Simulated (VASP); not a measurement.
```yaml
crystal:
  lattice:
    - [0.00000, 3.19102, 3.19102]
    - [3.19102, 0.00000, 3.19102]
    - [3.19102, 3.19102, 0.00000]
  atoms:
    - { symbol: K, position: [0.00000, 0.00000, 0.00000] }
    - { symbol: Cl, position: [0.50000, 0.50000, 0.50000] }
```

Computed with PBE GGA, VASP's PBE PAW potentials (set 64) (plane waves; VASP 6.6.1). Numerical set-up: 520 eV cut-off, Gaussian smearing of 0.050 eV, potentials K_sv Cl.

**Question.** Give the energies of bands 6 to 11 at the high-symmetry points, in eV from the valence-band maximum.

**Answer.** 
```
band     Γ      X      U      L      W
----  ----  -----  -----  -----  -----
6     0.00  -0.63  -0.54  -0.98  -0.45
7     0.00  -0.21  -0.51  -0.29  -0.45
8     0.00  -0.21  -0.27  -0.29  -0.45
9     5.04   6.56   7.26   7.47   7.97
10    8.35   8.16   8.93   8.43   7.97
11    8.35   9.83   9.09  10.39   9.27
```

The gap is direct, 5.04 eV, from the valence maximum at Γ to the conduction minimum at Γ.

Measured: gap 8.50 eV (computed value off by -3.46 eV), as given by David Koller et al., Journal of Physics Condensed Matter (2013), arXiv:1304.4470.

The compound is KCl in the rock salt structure. It was relaxed first.
